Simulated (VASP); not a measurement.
Given:

```
CELL_PARAMETERS angstrom
      4.07766     0.00000     0.00000
      0.00000     5.20147     0.00000
     -2.01029     0.00000     4.88022
ATOMIC_POSITIONS crystal
  Ni 0.75106 0.83360 0.74947
  Ni 0.24894 0.33360 0.25053
  S  0.26741 0.95001 0.41712
  S  0.73259 0.45001 0.58288
  S  0.76670 0.21643 0.91754
  S  0.23330 0.71643 0.08246
```

Calculation: PBEsol GGA, VASP's PBE PAW potentials (set 64) (plane waves; VASP). Numerical set-up: 300 eV cut-off, 6×5×5 Γ-centred mesh, Fermi-Dirac smearing of 0.020 eV, potentials Ni S.

At this cut-off the stress carries a Pulay error, which pulls relaxed volumes low.

**Question.** Estimate the energy per atom (σ→0), pressure, largest force.

**Answer.** 
The energy per atom (σ→0) is -5.288 eV/atom. The pressure is -17.8 kbar and the largest force is 0.244 eV/Å.

The structure comes from a computed database's NiS2 entry; how it stands against other phases isn't given here. The cell was not relaxed at this level. The run is not spin-polarised, so no magnetic state was tried.
